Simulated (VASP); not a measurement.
Here is the system:

```xyz
3
Lattice="0.0000 2.7050 2.7050 2.7050 0.0000 2.7050 2.7050 2.7050 0.0000" Properties=species:S:1:pos:R:3 pbc="T T T"
Si     1.3525     1.3525     1.3525
Si     4.0575     4.0575     4.0575
Ni     0.0000     0.0000     0.0000
```

Computed with PBE GGA, VASP's PBE PAW potentials (set 64) (plane waves; VASP). Numerical set-up: 300 eV cut-off, 11×11×11 Γ-centred mesh, Fermi-Dirac smearing of 0.14 eV, potentials Si Ni.

At this cut-off the stress carries a Pulay error, which pulls relaxed volumes low.

Problem. The ions, cell shape and volume are relaxed. What does this cell relax into?

Solution. 
```xyz
3
Lattice="0.0000 2.7215 2.7215 2.7215 0.0000 2.7215 2.7215 2.7215 0.0000" Properties=species:S:1:pos:R:3 pbc="T T T"
Si     1.3607     1.3607     1.3607
Si     4.0822     4.0822     4.0822
Ni     0.0000     0.0000     0.0000
```
Space group Fm-3m (225), at a tolerance of 0.03 Å.

Problem. How do energy and volume change from the first to the last step?

Solution. The energy (σ→0) changes by -1.8 meV/atom and the volume by +1.8 %, in 3 ionic steps.

```
step  E(σ→0) (eV)  max force (eV/Å)  pressure (GPa)  volume (Å³)
----  -----------  ----------------  --------------  -----------
1        -17.3580             0.000            2.57        39.59
2        -17.3599             0.000           -1.82        40.81
3        -17.3633             0.000            0.07        40.31
```

The structure is a typed NiSi2 crystal (Fm-3m). This run relaxes it. Symmetry was kept, so distortions that lower it aren't found. The run is one of a series of settings (EDIFFG = -0.01, IBRION = 2, ISIF = 3, NSW = 50 against the base run), some of them coarse on purpose. The run is not spin-polarised, so no magnetic state was tried.
